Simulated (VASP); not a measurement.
## GaN: relaxation of cell and atoms with PBE

The system is GaN.

```
Ga N
1.0
     0.00000    2.25350    2.25350
     2.25350    0.00000    2.25350
     2.25350    2.25350    0.00000
Ga N
1 1
Direct
  0.00000 0.00000 0.00000
  0.75000 0.75000 0.75000
```

The cell is a database's computed one.

```json
{
  "Program": "VASP 6.6.1",
  "Task": "relaxation of cell and atoms",
  "Functional": "PBE",
  "Potentials or basis": "VASP PAW PBE potentials, release 64 (Ga_d, N)",
  "Cutoff": "600 eV",
  "k mesh": "10 × 10 × 10",
  "Occupations": "gaussian, width 0.03 eV",
  "Spin": "no spin polarisation",
  "Further INCAR settings": "ALGO = Normal; EDIFF = 1e-06; IBRION = 2; EDIFFG = -0.01; NSW = 90; ISIF = 3"
}
```

| Item | Value |
| --- | --- |
| Relaxed volume | 11.76 Å³/atom |
| Relaxed cell | a = 3.216 Å, b = 3.216 Å, c = 3.216 Å, α = 60.00°, β = 60.00°, γ = 60.00° |
| Space group after relaxing (to 0.05 Å) | F-43m (No. 216) |
| Energy gained by relaxing | 4.7 meV/atom |
| Ionic steps | 3 |
| Pressure after relaxing | -0.1 GPa |
| Band gap on the k mesh | 1.55 eV, direct |

Step by step:
```csv
step,energy change (eV),largest force (eV/Å),pressure (GPa),volume (Å³)
1,0.0000,0.0000,4.92,22.89
2,-0.0029,0.0000,-3.73,24.07
3,-0.0095,0.0000,-0.08,23.52
```

Final structure:
```yaml
crystal:
  lattice:
    - [0.00000, 2.27410, 2.27410]
    - [2.27410, 0.00000, 2.27410]
    - [2.27410, 2.27410, 0.00000]
  atoms:
    - { symbol: Ga, position: [0.00000, 0.00000, 0.00000] }
    - { symbol: N, position: [0.75000, 0.75000, 0.75000] }
```

Levels at points of the mesh, in eV from the valence-band top:
```tsv
k point	band 5	band 6	band 7	band 8	band 9	band 10	band 11	band 12	band 13
(0.00, 0.00, 0.00)	-13.13	-13.13	0.00	0.00	0.00	1.55	10.13	10.13	10.13
(0.50, 0.00, 0.00)	-13.09	-11.88	-6.86	-0.93	-0.93	4.45	8.59	10.22	10.22
(0.50, 0.50, 0.00)	-13.06	-11.45	-6.01	-2.61	-2.61	3.34	6.50	11.52	13.67
```

It took 14 s on 2 MPI ranks on AMD EPYC 9R45 96-Core Processor (Zen 5), on a shared host, peak memory 0.15 GiB a rank.

As with any semilocal functional, this PBE gap is likely too small.
